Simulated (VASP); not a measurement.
Output of a VASP run:

OUTCAR:
```
 ion  position               nearest neighbor table
   1  0.000  0.000  0.000-   2 2.51   3 2.51   2 2.51   3 2.51   3 2.51   3 2.51   2 2.51   2 2.51
                             3 2.51   3 2.51   2 2.51   2 2.51
   2  0.333  0.667  0.500-   3 1.78   3 1.78   3 1.78   1 2.51   1 2.51   1 2.51   1 2.51   1 2.51
                             1 2.51
   3  0.667  0.333  0.500-   2 1.78   2 1.78   2 1.78   1 2.51   1 2.51   1 2.51   1 2.51   1 2.51
                             1 2.51
  LATTYP: Found a hexagonal cell.
 ALAT       =     3.0899995690
 C/A-ratio  =     1.1391587349
 Subroutine PRICEL returns:
 Original cell was already a primitive cell.
 Subroutine GETGRP returns: Found 24 space group operations
The static configuration has the point symmetry D_6h.
The dynamic configuration has the point symmetry D_6h.
 Subroutine INISYM returns: Found 24 space group operations
 Subroutine IBZKPT returns following result:
 Found     70 irreducible k-points:

 Following reciprocal coordinates:
            Coordinates               Weight
  0.000000  0.000000  0.000000      1.000000
  0.100000  0.000000  0.000000      6.000000
  0.200000  0.000000  0.000000      6.000000
  0.300000  0.000000  0.000000      6.000000
  0.400000  0.000000  0.000000      6.000000
  0.500000  0.000000  0.000000      3.000000
  0.100000  0.100000  0.000000      6.000000
  0.200000  0.100000  0.000000     12.000000
  0.300000  0.100000  0.000000     12.000000
  0.400000  0.100000  0.000000     12.000000
  0.200000  0.200000  0.000000      6.000000
  0.300000  0.200000  0.000000     12.000000
  0.400000  0.200000  0.000000      6.000000
  0.300000  0.300000  0.000000      6.000000
  0.000000  0.000000  0.125000      2.000000
  0.100000  0.000000  0.125000     12.000000
  0.200000  0.000000  0.125000     12.000000
  0.300000  0.000000  0.125000     12.000000
  0.400000  0.000000  0.125000     12.000000
  0.500000  0.000000  0.125000      6.000000
  0.100000  0.100000  0.125000     12.000000
  0.200000  0.100000  0.125000     24.000000
  0.300000  0.100000  0.125000     24.000000
  0.400000  0.100000  0.125000     24.000000
  0.200000  0.200000  0.125000     12.000000
  0.300000  0.200000  0.125000     24.000000
  0.400000  0.200000  0.125000     12.000000
  0.300000  0.300000  0.125000     12.000000
  0.000000  0.000000  0.250000      2.000000
  0.100000  0.000000  0.250000     12.000000
  0.200000  0.000000  0.250000     12.000000
  0.300000  0.000000  0.250000     12.000000
  0.400000  0.000000  0.250000     12.000000
  0.500000  0.000000  0.250000      6.000000
  0.100000  0.100000  0.250000     12.000000
  0.200000  0.100000  0.250000     24.000000
  0.300000  0.100000  0.250000     24.000000
  0.400000  0.100000  0.250000     24.000000
  0.200000  0.200000  0.250000     12.000000
  0.300000  0.200000  0.250000     24.000000
   k-points           NKPTS =     70   k-points in BZ     NKDIM =     70   number of bands    NBANDS=      6
   number of dos      NEDOS =    301   number of ions     NIONS =      3
   total plane-waves  NPLWV =  16128
   dimension x,y,z NGX =    24 NGY =   24 NGZ =   28
   dimension x,y,z NGXF=    48 NGYF=   48 NGZF=   56
   ions per type =               1   2
   PREC   = accura    normal or accurate (medium, high low for compatibility)
   ISTART =      0    job   : 0-new  1-cont  2-samecut
   ICHARG =      2    charge: 1-file 2-atom 10-const
   ISPIN  =      1    spin polarized calculation?
   LNONCOLLINEAR =      F non collinear calculations
   LSORBIT =      F    spin-orbit coupling
   INIWAV =      1    electr: 0-lowe 1-rand  2-diag
   ENCUT  =  520.0 eV  38.22 Ry    6.18 a.u.   5.75  5.75  6.54*2*pi/ulx,y,z
   NELM   =    100;   NELMIN=  2; NELMDL= -5     # of ELM steps
   EDIFF  = 0.1E-05   stopping-criterion for ELM
   LREAL  =      F    real-space projection
   NLSPLINE    = F    spline interpolate recip. space projectors
   LMAXMIX     =    2 max onsite mixed and CHGCAR
...
```

**OSZICAR**
```
       N       E                     dE             d eps       ncg     rms          rms(c)
DAV:   1     0.144332997043E+02    0.14433E+02   -0.39430E+03   882   0.112E+03
DAV:   2    -0.163644256390E+02   -0.30798E+02   -0.29366E+02  1260   0.148E+02
DAV:   3    -0.169787876205E+02   -0.61436E+00   -0.61399E+00  1128   0.266E+01
DAV:   4    -0.169810283420E+02   -0.22407E-02   -0.22334E-02  1254   0.141E+00
DAV:   5    -0.169810314566E+02   -0.31146E-05   -0.31147E-05  1134   0.407E-02    0.518E+00
DAV:   6    -0.155814285011E+02    0.13996E+01   -0.23328E+00   924   0.112E+01    0.253E+00
DAV:   7    -0.153251249986E+02    0.25630E+00   -0.12647E+00  1002   0.793E+00    0.730E-01
DAV:   8    -0.153234733535E+02    0.16516E-02   -0.64957E-02   942   0.230E+00    0.290E-01
DAV:   9    -0.153199798367E+02    0.34935E-02   -0.11500E-02   954   0.803E-01    0.482E-02
DAV:  10    -0.153199914873E+02   -0.11651E-04   -0.86880E-04  1158   0.238E-01    0.257E-02
DAV:  11    -0.153199563447E+02    0.35143E-04   -0.17992E-04   924   0.104E-01    0.142E-03
DAV:  12    -0.153199564502E+02   -0.10546E-06   -0.14969E-06  1032   0.145E-02
   1 F= -.15319956E+02 E0= -.15320048E+02  d E =0.274476E-03
```

### OUTCAR
```
------------------------ aborting loop because EDIFF is reached ----------------------------------------
  FORCE on cell =-STRESS in cart. coord.  units (eV):
  Direction    XX          YY          ZZ          XY          YZ          ZX
  --------------------------------------------------------------------------------------
  Total       -0.3044458     -0.3044457     -0.2560341      0.0000000      0.0000000      0.0000000
  in kB      -16.7583154    -16.7583092    -14.0934782      0.0000000      0.0000000      0.0000000
  external PRESSURE =     -15.8700343 kB  Pullay stress =       0.0000000 kB
  volume of cell :       29.11
      direct lattice vectors                 reciprocal lattice vectors
     1.545000000 -2.676018000  0.000000000     0.323624595 -0.186844782  0.000000000
     1.545000000  2.676018000  0.000000000     0.323624595  0.186844782  0.000000000
     0.000000000  0.000000000  3.520000000     0.000000000  0.000000000  0.284090909
 POSITION                                       TOTAL-FORCE (eV/Angst)
 -----------------------------------------------------------------------------------
      0.00000      0.00000      0.00000        -0.000000      0.000000      0.000000
      1.54500      0.89201      1.76000         0.000000      0.000000      0.000000
      1.54500     -0.89201      1.76000        -0.000000     -0.000000      0.000000
 -----------------------------------------------------------------------------------
    total drift:                                0.000000     -0.000000      0.000000
  FREE ENERGIE OF THE ION-ELECTRON SYSTEM (eV)
  ---------------------------------------------------
  free  energy   TOTEN  =       -15.3199564502 eV

  energy  without entropy=      -15.3202309260  energy(sigma->0) =      -15.32004794
```
(Selected blocks of OUTCAR.)

File POSCAR:
```
MgB2
1
    1.5450000000    -2.6760180000     0.0000000000
    1.5450000000     2.6760180000     0.0000000000
    0.0000000000     0.0000000000     3.5200000000
Mg B
1 2
Direct
  0.0000000000   0.0000000000   0.0000000000
  0.3333330000   0.6666670000   0.5000000000
  0.6666670000   0.3333330000   0.5000000000
```

Q: Write an INCAR and KPOINTS that could have produced this output.

A: One answer among several that fit: the input of the run itself, PBE GGA, plane waves, VASP's PBE PAW potentials (set 64).

### KPOINTS
```
Regular mesh
0
Gamma
  10 10 8
0 0 0
```

**INCAR**
```
ALGO = Normal
EDIFF = 1E-6
ENCUT = 520
GGA = PE
ISIF = 2
ISMEAR = 1
LASPH = T
LCHARG = F
LREAL = F
LWAVE = F
NBANDS = 6
NELM = 100
PREC = Accurate
SIGMA = 0.1
SYSTEM = MgB2
```

POTCAR, in this order: Mg B (PBE.64 set). Program: vasp_std.

The compound is MgB2 in the AlB2 type structure. The cell was not relaxed at this level. The run is one of a series of settings (NBANDS = 6 against the base run), some of them coarse on purpose.
